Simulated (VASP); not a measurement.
Input:

```xyz
2
Lattice="0.0000 2.0808 2.0808 2.0808 0.0000 2.0808 2.0808 2.0808 0.0000" Properties=species:S:1:pos:R:3 pbc="T T T"
Li     0.0000     0.0000     0.0000
H      2.0808     2.0808     2.0808
```

Method: PBE GGA, VASP's PBE PAW potentials (set 64) (plane waves; VASP 6.6.1). Run with LREAL = Auto, 520 eV cut-off, 10×10×10 Γ-centred mesh, Gaussian smearing of 0.050 eV, potentials Li_sv H.

Problem. Predict the energy per atom (σ→0), pressure, band gap (on the k-mesh) with the smallest direct gap where there is one.

Solution. 
```json
{
 "band gap (on the k-mesh)": "3.05 eV",
 "smallest direct gap (on the k-mesh)": "3.05 eV",
 "energy per atom (σ→0)": "-3.052 eV/atom",
 "pressure": "-3.57 GPa"
}
```

Only differences to runs with the same potentials and settings are physical.

The compound is LiH in the rock salt structure. The cell was not relaxed at this level. The run is one of a series of settings (LREAL = Auto against the base run), some of them coarse on purpose.
